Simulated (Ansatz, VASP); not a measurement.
# InGa3As3P: VASP beside Ansatz

One calculation is typed for both programs; each brings its own data sets. How far apart do they land? The cell is generated by rule, not measured, and may not be a known phase. The cell is taken from a series of runs on this material, whose earlier steps may have relaxed, scaled, displaced or heated it; both programs get it as it stands.

Method: plane waves, with VASP 6.6.1 beside it; single point at PBEsol, in Ansatz 0.2.0.

The structure was built from a prototype and need not be the compound's stable phase.

### Step 1. Set-up

It takes space group Pmm2 (No. 25, orthorhombic). Conventional cell: a = 4.034 Å, b = 4.034 Å, c = 11.410 Å, α = 90.00°, β = 90.00°, γ = 90.00°. Nearest to As lie 4 Ga at 2.47 Å. As has 2 Ga at 2.47 Å and 2 In at 2.47 Å nearest. Nearest to Ga lie 2 As at 2.47 Å and 2 P at 2.47 Å. Nearest to Ga lie 4 As at 2.47 Å. Nearest to Ga lie 4 As at 2.47 Å. Farther neighbours are not listed.

As a file:

```cif
data_structure
_symmetry_space_group_name_H-M 'P 1'
_symmetry_Int_Tables_number 1
_cell_length_a 4.0340
_cell_length_b 4.0340
_cell_length_c 11.4100
_cell_angle_alpha 90.000
_cell_angle_beta 90.000
_cell_angle_gamma 90.000
_cell_volume 185.68
loop_
_atom_site_label
_atom_site_type_symbol
_atom_site_fract_x
_atom_site_fract_y
_atom_site_fract_z
_atom_site_occupancy
As1 As 0.50000 0.00000 0.12500 1
As2 As 0.00000 0.50000 0.37500 1
As3 As 0.50000 0.00000 0.62500 1
Ga4 Ga 0.00000 0.00000 0.00000 1
Ga5 Ga 0.50000 0.50000 0.25000 1
Ga6 Ga 0.00000 0.00000 0.50000 1
In7 In 0.50000 0.50000 0.75000 1
P8 P 0.00000 0.50000 0.87500 1
```

### Step 2. VASP: single point, PBEsol

A single point gives forces, pressure and levels at one fixed geometry, so differences don't come from the geometry; what else differs is listed under the comparison.

Lines of VASP's logs that name or quote its potential files are left out, and so is its time.

File INCAR:

```
SYSTEM = InGa3As3P
PREC = Accurate
ENCUT = 500
EDIFF = 1E-06
NELM = 120
ISMEAR = 0
SIGMA = 0.1
LREAL = .FALSE.
ALGO = Normal
GGA = PS
NBANDS = 44
LORBIT = 11
LWAVE = .FALSE.
LCHARG = .FALSE.
ISIF = 2
LASPH = .TRUE.
GGA_COMPAT = .FALSE.
EFERMI = MIDGAP
KPAR = 2
```

File POSCAR:

```
InGa3As3P
1.0
    2.8525000000      2.8525000000      0.0000000000
   -2.8525000000      2.8525000000      0.0000000000
    0.0000000000      0.0000000000     11.4100000000
As Ga In P
3 3 1 1
Direct
    0.5000000000      0.0000000000      0.1250000000
    0.0000000000      0.5000000000      0.3750000000
    0.5000000000      0.0000000000      0.6250000000
    0.0000000000      0.0000000000      0.0000000000
    0.5000000000      0.5000000000      0.2500000000
    0.0000000000      0.0000000000      0.5000000000
    0.5000000000      0.5000000000      0.7500000000
    0.0000000000      0.5000000000      0.8750000000
```

File KPOINTS:

```
Automatic mesh
0
Gamma
4 4 2
0 0 0
```

Potentials, in the order of the species: As, Ga_d, In_d and P (PBE family, release 64).

Launch:

```sh
$ mpirun -np 2 vasp_std
```

Numbers of over 12 decimals in the logs are rounded to 6 here.

What it wrote:

```text
[banner, memory and clock lines left out]
running    2 mpi-ranks, on    1 nodes
 distrk:  each k-point on    1 cores,    2 groups
 distr:  one band on    1 cores,    1 groups

 POSCAR found type information on POSCAR AsGaInP
 POSCAR found :  4 types and       8 ions
|                                                                             |
|               ----> ADVICE to this user running VASP <----                  |
|                                                                             |
|     You enforced a specific xc type in the INCAR file but a different       |
|     [... a line on the potential file left out ...]
|     I HOPE YOU KNOW WHAT YOU ARE DOING!                                     |
|                                                                             |

 LDA part: xc-table for (Slater+PW92), standard interpolation
 POSCAR, INCAR and KPOINTS ok, starting setup
 FFT: planning ... GRIDC
 FFT: planning ... GRID_SOFT
 FFT: planning ... GRID
 WAVECAR not read
 entering main loop
       N       E                     dE             d eps       ncg     rms          rms(c)
DAV:   1     0.643847166768E+03    0.64385E+03   -0.32291E+04  1640   0.217E+03
DAV:   2     0.729058844695E+02   -0.57094E+03   -0.55620E+03  1664   0.562E+02
DAV:   3    -0.297563256002E+02   -0.10266E+03   -0.99201E+02  1836   0.191E+02
DAV:   4    -0.367053209786E+02   -0.69490E+01   -0.68880E+01  1980   0.478E+01
DAV:   5    -0.369362371016E+02   -0.23092E+00   -0.23041E+00  1992   0.922E+00    0.896E+00
DAV:   6    -0.360351547623E+02    0.90108E+00   -0.17117E+00  2284   0.156E+01    0.440E+00
DAV:   7    -0.359084054883E+02    0.12675E+00   -0.81586E-01  2320   0.466E+00    0.142E+00
DAV:   8    -0.359005082253E+02    0.78973E-02   -0.11240E-01  2088   0.329E+00    0.535E-01
DAV:   9    -0.359012529616E+02   -0.74474E-03   -0.11419E-02  1992   0.111E+00    0.380E-01
DAV:  10    -0.359012639951E+02   -0.11034E-04   -0.21884E-03  2332   0.418E-01    0.226E-01
DAV:  11    -0.359014500900E+02   -0.18609E-03   -0.80769E-04  1932   0.230E-01    0.870E-02
DAV:  12    -0.359014058922E+02    0.44198E-04   -0.17583E-04  2196   0.133E-01    0.504E-02
DAV:  13    -0.359014130420E+02   -0.71498E-05   -0.48419E-05  1772   0.602E-02    0.128E-02
DAV:  14    -0.359014140687E+02   -0.10267E-05   -0.49280E-06  1796   0.300E-02    0.837E-03
DAV:  15    -0.359014143635E+02   -0.29481E-06   -0.10953E-06   988   0.166E-02
   1 F= -.35901414E+02 E0= -.35901381E+02  d E =-.665555E-04
```

Parts of OUTCAR (step 2):

```text
ion  position               nearest neighbor table
   1  0.500  0.000  0.125-   4 2.47   5 2.47   5 2.47   4 2.47
   2  0.000  0.500  0.375-   5 2.47   6 2.47   6 2.47   5 2.47
   3  0.500  0.000  0.625-   6 2.47   7 2.47   7 2.47   6 2.47
   4  0.000  0.000  0.000-   1 2.47   8 2.47   8 2.47   1 2.47
   5  0.500  0.500  0.250-   1 2.47   2 2.47   1 2.47   2 2.47
   6  0.000  0.000  0.500-   2 2.47   3 2.47   2 2.47   3 2.47
   7  0.500  0.500  0.750-   3 2.47   8 2.47   3 2.47   8 2.47
   8  0.000  0.500  0.875-   4 2.47   7 2.47   4 2.47   7 2.47

  LATTYP: Found a simple tetragonal cell.
 ALAT       =     4.0340441867
 C/A-ratio  =     2.8284271247

 Subroutine GETGRP returns: Found  4 space group operations
 (whereof  4 operations were pure point group operations)

The static configuration has the point symmetry C_2v.

 Found     18 irreducible k-points:

   k-points           NKPTS =     18   k-points in BZ     NKDIM =     18   number of bands    NBANDS=     44

   dimension x,y,z NGX =    30 NGY =   30 NGZ =   84
   dimension x,y,z NGXF=    60 NGYF=   60 NGZF=  168

   ENCUT  =  500.0 eV  36.75 Ry    6.06 a.u.   7.35  7.35 20.80*2*pi/ulx,y,z

   NELECT =      72.0000    total number of electrons

 k-points in reciprocal lattice and weights: Automatic mesh
   0.00000000  0.00000000  0.00000000       0.031
   0.25000000  0.00000000  0.00000000       0.062
   0.00000000  0.25000000  0.00000000       0.062
   0.50000000  0.00000000  0.00000000       0.031
   0.00000000  0.50000000  0.00000000       0.031
   0.25000000  0.25000000  0.00000000       0.125
   0.50000000  0.25000000  0.00000000       0.062
  -0.25000000  0.50000000  0.00000000       0.062
   0.50000000  0.50000000  0.00000000       0.031
[...]
-0.25000000  0.50000000  0.50000000       0.062
   0.50000000  0.50000000  0.50000000       0.031

 average (electrostatic) potential at core
       1 -49.7613       2 -49.7603       3 -49.7333       4 -65.7819       5 -65.8121
       6 -65.8311       7 -96.6503       8 -83.8502

 E-fermi :   4.4223

 k-point     1 :       0.0000    0.0000    0.0000
  band No.  band energies     occupation
    ...
     32       2.5898      2.00000
     33       2.6152      2.00000
     34       4.1849      1.99921
     35       4.1921      1.99887
     36       4.2101      1.99731
     37       4.6226      0.00461
     38       5.5969      0.00000
     39       5.8619      0.00000
     40       6.1151      0.00000
     41       6.3082      0.00000
    ...

 k-point     2 :       0.2500    0.0000    0.0000
  band No.  band energies     occupation
    ...
     32       2.4948      2.00000
     33       2.7289      2.00000
     34       2.8676      2.00000
     35       2.8824      2.00000
     36       3.9403      2.00000
     37       6.0736      0.00000
     38       6.2340      0.00000
     39       6.2968      0.00000
     40       6.8074      0.00000
     41       8.1108      0.00000
    ...

 k-point     3 :       0.0000    0.2500    0.0000
  band No.  band energies     occupation
    ...
     32       2.5120      2.00000
     33       2.7694      2.00000
     34       2.8202      2.00000
     35       2.8728      2.00000
     36       3.9202      2.00000
     37       6.0850      0.00000
     38       6.2193      0.00000
     39       6.2807      0.00000
     40       6.8249      0.00000
     41       8.0915      0.00000
    ...

  Total        1.6686031      1.6686031      0.4195360     -0.4192413      0.0000000      0.0000000
  in kB       14.3978184     14.3978184      3.6200360     -3.6174930      0.0000000      0.0000000
  external PRESSURE =      10.8052243 kB  Pullay stress =       0.0000000 kB

  energy-cutoff  :      500.00
  volume of cell :      185.68
      direct lattice vectors                 reciprocal lattice vectors
     2.852500000  2.852500000  0.000000000     0.175284838  0.175284838  0.000000000
    -2.852500000  2.852500000  0.000000000    -0.175284838  0.175284838  0.000000000
     0.000000000  0.000000000 11.410000000     0.000000000  0.000000000  0.087642419

 POSITION                                       TOTAL-FORCE (eV/Angst)
 -----------------------------------------------------------------------------------
      1.42625      1.42625      1.42625        -0.000000     -0.000000     -0.048471
     -1.42625      1.42625      4.27875         0.000000      0.000000     -0.005466
      1.42625      1.42625      7.13125         0.000000      0.000000     -1.676372
      0.00000      0.00000      0.00000        -0.000000     -0.000000     -0.532407
      0.00000      2.85250      2.85250        -0.000000     -0.000000     -0.002858
      0.00000      0.00000      5.70500        -0.000000      0.000000     -0.064777
      0.00000      2.85250      8.55750        -0.000000     -0.000000      0.861662
     -1.42625      1.42625      9.98375        -0.000000     -0.000000      1.468689
 -----------------------------------------------------------------------------------
    total drift:                               -0.000000      0.000000     -0.000029

  FREE ENERGIE OF THE ION-ELECTRON SYSTEM (eV)
  ---------------------------------------------------
  free  energy   TOTEN  =       -35.9014143635 eV

  energy  without entropy=      -35.9013478080  energy(sigma->0) =      -35.90138109

 total charge
# of ion       s       p       d       tot
------------------------------------------
    1        1.209   1.581   0.029   2.818
    2        1.209   1.582   0.029   2.819
    3        1.207   1.644   0.031   2.882
    4        0.867   0.749   9.990  11.606
    5        0.876   0.780   9.990  11.647
    6        0.875   0.778   9.992  11.645
    7        0.848   0.907   9.915  11.669
    8        1.022   1.486   0.000   2.507
--------------------------------------------------
tot          8.113   9.507  39.975  57.595

[... 3 further parts left out ...]
```

The run ends at a pressure of 1.08 GPa, with forces up to 1.7 eV/Å.

### Step 3. Ansatz: single point, PBEsol

Ansatz runs on its default PAW (the set named soft_2) files.

The same cell, functional, mesh and smearing now go to Ansatz, which takes its cutoff from its data sets.

File input.yaml:

```yaml
crystal:
  lattice:
    - [2.8525, 2.8525, 0.0]
    - [-2.8525, 2.8525, 0.0]
    - [0.0, 0.0, 11.41]
  atoms:
    - { symbol: As, position: [0.5, 0.0, 0.125] }
    - { symbol: As, position: [1.0, 0.5, 0.375] }
    - { symbol: As, position: [0.5, 0.0, 0.625] }
    - { symbol: Ga, position: [0.0, 0.0, 0.0] }
    - { symbol: Ga, position: [0.5, 0.5, 0.25] }
    - { symbol: Ga, position: [0.0, 0.0, 0.5] }
    - { symbol: In, position: [0.5, 0.5, 0.75] }
    - { symbol: P, position: [1.0, 0.5, 0.875] }
kpoints:
  mp_grid: { grid: [4, 4, 2] }
hamiltonian:
  xc: pbesol
scf:
  occupations: { method: gaussian, width: 0.1 }
output:
  forces: true
  stress: true
  eigenvalues: true
```

Launch:

```sh
$ ansatz run input.yaml --threads 4 --pin off --max-ram 14336MiB --backend cpu --events-out ev --progress --plain --runs-dir out
```

What it wrote:

```text
Engine: ansatz 0.2.0, aarch64-unknown-linux-gnu
Pseudopotentials: kind: paw
Pseudopotential: As, paw, valence charge 15, recommended cutoff 420 eV (normal), As.paw.azcp
Pseudopotential: Ga, paw, valence charge 13, recommended cutoff 420 eV (normal), Ga.paw.azcp
Pseudopotential: In, paw, valence charge 13, recommended cutoff 420 eV (normal), In.paw.azcp
Pseudopotential: P, paw, valence charge 5, recommended cutoff 420 eV (normal), P.paw.azcp
Functional definition: PBEsol
  exchange = pbesol_x
  correlation = pbesol_c
Crystal: 8 atoms, lattice volume = 185.681 Å³
Basis set: ecut = 420 eV, 3631 PW (Γ), exchange–correlation on 54×54×160 points (8 copies of the dense FFT grid, shifted against one another)
Bands: 62, of which v1, the nominal top of the filled ones, is band 51 counted from 1 (50 counted from 0)
Symmetry: 4 space group operations
Space group: Pmm2 (ITA 25), of the structure as read, at distance tolerance 5.7e-5 Å
k-points: 18 of 32
Non-local potential: As, projectors of the file, l = 0: 2, l = 1: 2, l = 2: 3, l = 3: 1
Non-local potential: Ga, projectors of the file, l = 0: 2, l = 1: 2, l = 2: 3, l = 3: 1
Non-local potential: In, projectors of the file, l = 0: 2, l = 1: 2, l = 2: 2, l = 3: 2
Non-local potential: P, projectors of the file, l = 0: 2, l = 1: 2, l = 2: 2
PAW form: soft (Blöchl's): semilocal exchange-correlation on the pseudo side does not see the compensation charge
PAW frozen core: As, regenerated for the run's functional, and the local potential with it (the file was generated under x = pbe(κ = 0.804, μ = 0.219515), c = pbe(β = 0.066725))
PAW frozen core: Ga, regenerated for the run's functional, and the local potential with it (the file was generated under x = pbe(κ = 0.804, μ = 0.219515), c = pbe(β = 0.066725))
PAW frozen core: In, regenerated for the run's functional, and the local potential with it (the file was generated under x = pbe(κ = 0.804, μ = 0.219515), c = pbe(β = 0.066725))
PAW frozen core: P, regenerated for the run's functional, and the local potential with it (the file was generated under x = pbe(κ = 0.804, μ = 0.219515), c = pbe(β = 0.066725))
PAW one-centre angular grid: As, 590 points (default); XC on 64 Gauss nodes
PAW one-centre angular grid: Ga, 590 points (default); XC on 64 Gauss nodes
PAW one-centre angular grid: In, 590 points (default); XC on 64 Gauss nodes
PAW one-centre angular grid: P, 110 points (default); XC on 64 Gauss nodes
Initial density: superposition of atomic densities (neutral atoms: chi_scale 0, normalization atom), corrected by the library's trained network
Initial wavefunctions: pseudopotential atomic-orbital guess
Functional: x = pbesol(κ = 0.804, μ = 0.123457), c = pbesol(β = 0.046)
SCF iter   1: F=—  HF=-31935.930104 eV  |F-HF|=—  |Δ(HF+E_count)|=         —  Δρ=3.33e-3  dr2=3.36e-2  ethr=1.77e-3  ⟨swp⟩=6.7  Hψ=4439  notcnv=0  defer=3
preconditioner: auto → Resta (q_TF=auto, 2.469 Å⁻¹)  ε∞=3.6  [insulator: Δε(μ)=0.394 eV  Ē_g=14.248 eV  σ=0.100 eV  W_gap=0.99  n_scr=56 (ndim 8)  ℏωp=23.1 eV  f_vac=0.069  D(μ)=0.02/eV (n_scr^D=0)  ε∞_Penn≈3.6]
SCF iter   2: F=—  HF=-31935.915845 eV  |F-HF|=—  |Δ(HF+E_count)|=   1.43e-2  Δρ=1.54e-3  dr2=6.61e-3  ethr=3.29e-5  ⟨swp⟩=2.5  Hψ=1941  notcnv=0  defer=7
SCF iter   3: F=—  HF=-31935.914764 eV  |F-HF|=—  |Δ(HF+E_count)|=   1.08e-3  Δρ=5.39e-4  dr2=1.00e-3  ethr=6.48e-6  ⟨swp⟩=2.0  Hψ=1665  notcnv=0  defer=4
automatic band count: iteration 3 solves 61 bands in place of 62: the levels show a gap, and the empty bands left out lie too high to hold charge; the band table lists the bands solved (type scf.n_extra_bands for more)
SCF iter   4: F=—  HF=-31935.914728 eV  |F-HF|=—  |Δ(HF+E_count)|=   3.65e-5  Δρ=2.55e-4  dr2=2.03e-4  ethr=9.83e-7  ⟨swp⟩=2.0  Hψ=1674  notcnv=0  defer=4
SCF iter   5: F=—  HF=-31935.914744 eV  |F-HF|=—  |Δ(HF+E_count)|=   1.56e-5  Δρ=1.08e-4  dr2=2.37e-5  ethr=1.99e-7  ⟨swp⟩=2.0  Hψ=1661  notcnv=0  defer=4
SCF iter   6: F=—  HF=-31935.914770 eV  |F-HF|=—  |Δ(HF+E_count)|=   2.65e-5  Δρ=2.99e-5  dr2=2.15e-6  ethr=2.33e-8  ⟨swp⟩=2.0  Hψ=1663  notcnv=0  defer=4
SCF iter   7: F=—  HF=-31935.914772 eV  |F-HF|=—  |Δ(HF+E_count)|=   1.77e-6  Δρ=9.93e-6  dr2=2.54e-7  ethr=2.10e-9  ⟨swp⟩=2.3  Hψ=1905  notcnv=0  defer=4
SCF iter   8: F=-31935.914772 eV  HF=-31935.914772 eV  |F-HF|=1.63e-8  |Δ(HF+E_count)|=   1.64e-7  Δρ=3.31e-6  dr2=1.74e-8  ethr=9.80e-11  ⟨swp⟩=10.4  Hψ=5272  notcnv=0
SCF 1 converged in 8 iterations: F = -31935.914772 eV  dr2 = 1.74e-8
  greatest PAW one-centre occupation: 0.999 electrons in one spin orbital (limit 2), on the As atom at site 2 (counted from 0), in its partial waves of l = 2
SCF converged after 8 iterations
Free energy (F): -31935.914772 eV
Harris-Foulkes:  -31935.914772 eV  (|F-HF|=1.63e-8)
Internal energy: -31935.914691 eV  (E = F + TS)
E sigma→0 (E₀):  -31935.914732 eV
Entropy (-TS):   -0.000081 eV (-0.010 meV/atom)
Fermi energy:    8.003318 eV
--- Per-component energies (eV) ---
  E_band       = -1009.325726
  E_kinetic    = 973.251500
  E_local      = -14050.794810  (includes V_loc(G=0)·N_el)
  E_nonlocal   = -323.298666
  E_hartree    = 6910.097213
  E_xc         = -715.967056
  E_vxc        = -572.679040  (∫ρ·V_xc dr)
  E_paw        = -15868.649820  (= ΣΔE_a)
  E_vpaw       = -855.993383  (= ΣTr[D̂ρ^β])
  E_aug_tail   = -0.000306  (compensation charges beyond the density's cutoff)
  E_ewald      = -8866.322964
  E_core_change = 5.770218  (= ΣΔE_core)
  E_smearing   = -0.000081  (= −TS)
  E_closure    = -0.000000  (closes the sum)
  Σ components = -31935.914772   (vs F -31935.914772, Δ=0.00e0)
--- Forces (eV/Å), atoms counted from 1 ---
  atom   1  As     0.00000000    -0.00000000    -0.04759965
  atom   2  As     0.00000000     0.00000000    -0.00514036
  atom   3  As    -0.00000000     0.00000000    -1.67111163
  atom   4  Ga    -0.00000000    -0.00000000    -0.51993724
  atom   5  Ga     0.00000000     0.00000000    -0.00309000
  atom   6  Ga    -0.00000000     0.00000000    -0.06403527
  atom   7  In    -0.00000000     0.00000000     0.84224099
  atom   8  P      0.00000000    -0.00000000     1.46867266
  max |Σ_I F_I| component: 4.88e-7 eV/Å
--- Stress (GPa, compression-positive) ---
        1.342514      -0.354293       0.000000
       -0.354293       1.342514      -0.000000
        0.000000      -0.000000       0.269719
  P = ⅓ Tr σ = 0.9849 GPa (9.849 kbar)
--- Band table (eV; the first three rows and the last of 18) ---
  k-point 0: bands = [... 47 lower, 6.2047, 7.7705, 7.7771, 7.7960, 8.1987, 9.1877, 9.4550, 9.7073, ... 6 higher]
  k-point 1: bands = [... 47 lower, 7.0773, 7.1351, 7.1606, 7.2407, 9.1973, 9.2373, 9.8022, 9.9810, ... 6 higher]
  k-point 2: bands = [... 47 lower, 6.3580, 6.4087, 6.4620, 7.5059, 9.6743, 9.8036, 9.8640, 10.4096, ... 6 higher]
  k-point 17: bands = [... 47 lower, 4.7572, 4.7594, 4.8206, 4.8410, 10.1584, 10.2345, 10.2845, 10.3158, ... 6 higher]
```

The column dr2 measures how far the density is from self-consistency, as an energy; F and HF (Harris–Foulkes) agree once it is small.

The run ends at a pressure of 0.98 GPa, with forces up to 1.7 eV/Å.

### Step 4. Differences

Known differences besides the potentials themselves: the data sets hold 102 valence electrons in Ansatz (on its default PAW (the set named soft_2) files) and 72 in VASP; the cutoff is 420 eV in Ansatz and 500 eV in VASP; Ansatz makes its cores anew for this functional, VASP keeps those of its PBE data sets. Total energies have different zeros and are not compared.

The two programs side by side:

```
              quantity  Ansatz   VASP  difference
        pressure (GPa)    0.98   1.08       -0.10
gap on the k mesh (eV)   0.403  0.412      -0.010
```

Forces (eV/Å; atoms numbered as in POSCAR):

```
atom        Ansatz x, y, z          VASP x, y, z
 As1  0.000, 0.000, -0.048  0.000, 0.000, -0.048
 As2  0.000, 0.000, -0.005  0.000, 0.000, -0.005
 As3  0.000, 0.000, -1.671  0.000, 0.000, -1.676
 Ga4  0.000, 0.000, -0.520  0.000, 0.000, -0.532
 Ga5  0.000, 0.000, -0.003  0.000, 0.000, -0.003
 Ga6  0.000, 0.000, -0.064  0.000, 0.000, -0.065
 In7   0.000, 0.000, 0.842   0.000, 0.000, 0.862
  P8   0.000, 0.000, 1.469   0.000, 0.000, 1.469
```

The forces differ by 4.8 meV/Å r.m.s., which is 1.0 % of the r.m.s. force of 0.500 eV/Å (both taken over all components). A gap on the mesh is an upper bound, since the band edges may lie between its points.

### Step 5. Summary of results

```
r.m.s. force difference (single point, PBEsol) : 0.97 % of the r.m.s. force
```

What this shows: The r.m.s. force difference is 0.97 % of the r.m.s. force (single point, PBEsol), within the 3 % picked in this series as the mark of a large difference. The data sets hold unlike numbers of valence electrons (102 in Ansatz and 72 in VASP), so part of the differences comes from the potentials. How closely two codes agree says nothing of how well the functional describes the real material.

[Lines on the potential files, build, host, timing and source positions are cut from VASP's logs without a mark.]

[Logs are printed without paths, hosts, clocks, repeated set-up lines and the standing remarks that a program may print on its own settings, such as how far it seeks lower states.]

[Hosts, paths, dates, database ids (printed as entryN), source tags and the programs' standing remarks are cut or masked in the printed files.]
